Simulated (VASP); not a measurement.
Output of a VASP run:

**OSZICAR**
```
       N       E                     dE             d eps       ncg     rms          rms(c)
DAV:   1    -0.660695131018E+03   -0.66070E+03   -0.82538E+00   632   0.801E+00    0.490E+00
DAV:   2    -0.660719286366E+03   -0.24155E-01   -0.14050E-01   696   0.883E-01    0.304E+00
DAV:   3    -0.660702795559E+03    0.16491E-01   -0.17331E-02   720   0.330E-01    0.171E+00
DAV:   4    -0.660697963058E+03    0.48325E-02   -0.50194E-03   688   0.183E-01    0.934E-01
DAV:   5    -0.660696615373E+03    0.13477E-02   -0.11404E-03   714   0.893E-02    0.515E-01
DAV:   6    -0.660696220353E+03    0.39502E-03   -0.26983E-04   682   0.448E-02    0.284E-01
DAV:   7    -0.660696104914E+03    0.11544E-03   -0.70370E-05   692   0.237E-02    0.158E-01
DAV:   8    -0.660696071103E+03    0.33811E-04   -0.16488E-05   410   0.122E-02    0.894E-02
DAV:   9    -0.660696061638E+03    0.94647E-05   -0.66676E-06   380   0.855E-03
   1 F= -.66069606E+03 E0= -.66069606E+03  d E =-.412841E-13  mag=     3.0000
```

OUTCAR:
```
------------------------ aborting loop because EDIFF is reached ----------------------------------------
  volume of cell :      365.00
      direct lattice vectors                 reciprocal lattice vectors
     7.146555159  0.000000000  0.000000000     0.139927556  0.000000000  0.000000000
     0.000000000  7.146555159  0.000000000     0.000000000  0.139927556  0.000000000
     0.000000000  0.000000000  7.146555159     0.000000000  0.000000000  0.139927556
 POSITION                                       TOTAL-FORCE (eV/Angst)
 -----------------------------------------------------------------------------------
      3.56050      0.00414      0.00908        -0.044063      0.035838      0.029680
      4.43937      0.92315      0.92818         0.055619     -0.046324     -0.052971
      5.33495      1.80840      0.03348        -0.016561      0.017778      0.011809
      6.22015      2.70415      0.92804         0.052126     -0.056381     -0.049381
      5.33489      0.02836      1.81334        -0.015890      0.021191      0.018667
      6.22009      0.92340      2.70871         0.054429     -0.052933     -0.050476
      7.13220      0.01120      0.01618        -0.023209      0.023894      0.022329
      0.87257      0.89789      0.90281         0.027029     -0.025679     -0.031487
      1.75861      1.78462      7.14631        -0.008567      0.024996      0.031754
      2.64496      2.67232      0.87442         0.001824      0.009618     -0.019937
      3.56326      3.58017      0.00431        -0.028761      0.030679      0.029194
      4.47109      4.49867      0.87439        -0.006865     -0.007283     -0.018952
      5.35880      5.38491      7.14634        -0.025498      0.006666      0.030987
      6.24557      6.27095      0.90282         0.028606     -0.030537     -0.030241
      1.75860      7.14158      1.78967        -0.004199      0.033037      0.019434
      2.64507      0.86986      2.67707        -0.000786     -0.022685      0.011042
      3.46103      1.77563      1.78017        -0.107691     -0.048894     -0.039903
      5.36803      3.68258      1.78009         0.043411      0.109208     -0.038570
      6.27378      4.49859      2.67709         0.021740     -0.004759      0.008571
      3.56331      7.14605      3.58509        -0.023350      0.039484      0.022586
      4.47132      0.86983      4.50325        -0.012972     -0.028066      0.003242
      5.36812      1.77547      3.68741         0.041321     -0.042706      0.103248
      6.27371      2.67225      4.50343         0.027134      0.010478     -0.003057
      5.35885      7.14145      5.38980        -0.026982      0.036719      0.000703
      6.24550      0.89785      6.27584         0.032959     -0.028978     -0.025647
      7.13931      3.58292      0.00899        -0.035568      0.047866      0.031822
      0.88045      4.47311      0.87778         0.035999     -0.019750     -0.008985
      1.78320      5.36028      7.13833        -0.022587      0.025042      0.029895
      2.67042      6.26312      0.87791         0.015211     -0.038731     -0.011731
      7.11499      1.80863      1.81329        -0.019190      0.013368      0.017144
      0.88552      2.67750      2.68230         0.029418     -0.018682     -0.023928
      1.75519      3.58559      1.76392        -0.022782     -0.012800     -0.005271
      2.66102      4.48224      2.57939        -0.039194      0.045776     -0.084910
      3.55785      5.38825      1.76394         0.009970      0.023126     -0.003491
      4.46596      6.25792      2.68234         0.022213     -0.029561     -0.023638
      7.13928      0.00429      3.58760        -0.035594      0.031597      0.047311
      0.88034      0.87303      4.47782         0.039758     -0.010155     -0.018816
      1.75524      1.75921      3.59037        -0.022102     -0.005278     -0.008532
      2.66110      2.57452      4.48745        -0.043512     -0.090353      0.037913
      4.56898      4.48239      4.48755         0.086922      0.043113      0.034572
      5.38435      5.38818      3.59039         0.002840      0.025211     -0.006898
      6.27042      6.26316      4.47790         0.014335     -0.040115     -0.022237
      1.78325      7.13355      5.36489        -0.023619      0.033836      0.029421
      2.67032      0.87303      6.26790         0.020885     -0.015443     -0.036785
      3.55788      1.75894      5.39319         0.013549      0.002610      0.017477
      4.46599      2.67743      6.26264         0.023491     -0.021612     -0.020326
      5.38446      3.58556      5.39319        -0.000660     -0.012085      0.021000
      6.27043      4.47322      6.26794         0.016483     -0.024620     -0.036949
      0.00206      5.38493      1.78956        -0.033975      0.005149      0.023967
      0.89016      6.25348      2.67975         0.028612     -0.029487     -0.041371
      7.14397      3.58019      3.58512        -0.034523      0.027189      0.022457
      0.91428      4.44930      4.45402         0.016213     -0.014540     -0.010214
      1.80910      5.33441      3.55864        -0.047665      0.048482      0.047284
      2.69432      6.22932      4.45410         0.008790     -0.020041     -0.012671
      0.00201      1.78457      5.38983        -0.037228      0.026207      0.000929
      0.89004      2.67504      6.25799         0.032136     -0.046719     -0.019120
      1.80907      3.55365      5.33933        -0.048527      0.055731      0.045370
      2.69411      4.44939      6.23402         0.018058     -0.017137     -0.012286
      3.58977      5.33446      5.33934        -0.051439      0.048943      0.046472
      4.46846      6.25352      6.25797         0.045961     -0.032484     -0.017686
      0.01012      5.36022      5.36497        -0.039874      0.027018      0.025679
      0.89618      6.24736      6.25195         0.034736     -0.032321     -0.029040
...
```
(Selected blocks of OUTCAR.)

### POSCAR
```
C62Si
1
    7.1465551589     0.0000000000     0.0000000000
    0.0000000000     7.1465551589     0.0000000000
    0.0000000000     0.0000000000     7.1465551589
C Si
62 1
Direct
  0.4982120068   0.0005790504   0.0012710914
  0.6211900798   0.1291740587   0.1298781511
  0.7465061310   0.2530455131   0.0046852627
  0.8703710316   0.3783853561   0.1298580607
  0.7464984667   0.0039689538   0.2537358109
  0.8703615711   0.1292087026   0.3790227110
  0.9979917776   0.0015665918   0.0022640426
  0.1220967116   0.1256389012   0.1263276758
  0.2460777423   0.2497172182   0.9999659040
  0.3701032671   0.3739309661   0.1223555573
  0.4985978918   0.5009641520   0.0006026730
  0.6256292679   0.6294885677   0.1223513650
  0.7498444095   0.7534977893   0.9999694814
  0.8739272793   0.8774782389   0.1263292702
  0.2460764000   0.9993039777   0.2504239584
  0.3701187252   0.1217179455   0.3745957065
  0.4842934980   0.2484599189   0.2490954315
  0.7511356602   0.5152942948   0.2490838680
  0.8778751028   0.6294765144   0.3745992566
  0.4986051883   0.9999286465   0.5016533939
  0.6256606357   0.1217132236   0.6301292604
  0.7511477337   0.2484367446   0.5159698664
  0.8778643651   0.3739215421   0.6301543278
  0.7498504165   0.9992850415   0.7541811319
  0.8739179472   0.1256334313   0.8781636134
  0.9989866843   0.5013486380   0.0012583470
  0.1231999056   0.6259109744   0.1228256501
  0.2495190022   0.7500510173   0.9988493918
  0.3736650297   0.8763832903   0.1228433682
  0.9955833153   0.2530768815   0.2537296574
  0.1239086260   0.3746566276   0.3753283285
  0.2455997615   0.5017230274   0.2468216915
  0.3723497559   0.6271891820   0.3609275990
  0.4978405910   0.7539640837   0.2468240643
  0.6249113421   0.8756549818   0.3753327719
  0.9989818263   0.0006007617   0.5020036254
  0.1231833100   0.1221607831   0.6265710933
  0.2456067924   0.2461625627   0.5023917620
  0.3723606909   0.3602465990   0.6279178979
  0.6393262547   0.6272097969   0.6279321222
  0.7534190827   0.7539546137   0.5023939770
  0.8774042245   0.8763883108   0.6265820394
  0.2495260193   0.9981798366   0.7506957817
  0.3736508359   0.1221611302   0.8770517516
  0.4978457516   0.2461247676   0.7546561297
  0.6249144269   0.3746466460   0.8763155983
  0.7534340319   0.5017189015   0.7546558737
  0.8774062376   0.6259272078   0.8770572092
  0.0002878654   0.7534996850   0.2504082249
  0.1245585671   0.8750344160   0.3749710785
  0.9996380220   0.5009674795   0.5016568804
  0.1279330524   0.6225796575   0.6232402507
  0.2531426511   0.7464304249   0.4979520808
  0.3770094933   0.8716528536   0.6232515830
  0.0002814632   0.2497099502   0.7541852825
  0.1245407503   0.3743120378   0.8756654679
  0.2531380461   0.4972541091   0.7471187747
  0.3769806151   0.6225922047   0.8723113047
  0.5023077605   0.7464375542   0.7471207058
  0.6252602077   0.8750397907   0.8756625910
  0.0014156193   0.7500430310   0.7507078258
  0.1254002308   0.8741774246   0.8748200190
  0.5616718506   0.4379364182   0.4385903276
```

### Question
Write an INCAR and KPOINTS that could have produced this output.

### Answer
This is not unique; one that fits is the input of the run itself, HSE06 screened hybrid, plane waves, VASP's PBE PAW potentials (set 64).

**INCAR**
```
SYSTEM=C62Si
PREC=Normal; ENCUT=400; LREAL=Auto
LASPH=.TRUE.; ISYM=0; NELECT=251.0
EDIFF=1E-5; NELM=50; NELMIN=4
ALGO=Normal
ISMEAR=0; SIGMA=0.05
GGA=PE; LHFCALC=.TRUE.; AEXX=0.25
HFSCREEN=0.2; PRECFOCK=Fast
ISPIN=2; MAGMOM=63*0.0476; NUPDOWN=3
ISIF=0
LWAVE=.FALSE.; LCHARG=.FALSE.; LORBIT=10
```

KPOINTS:
```
K-points
0
gamma
  1 1 1
0 0 0
```

POTCAR, in this order: C Si (PBE.64 set). Program: vasp_gam. Read from the step before: WAVECAR.

The cell is charged, with a uniform compensating background. The supercell is sampled at Γ alone, which is coarse: total energies, pressure and levels can be off, energies of defects by several tenths of an eV.

The cell is a supercell with a defect, built from C (diamond): Si_C-vac_C, charge +1. The cell's shape comes from a PBE relaxation.
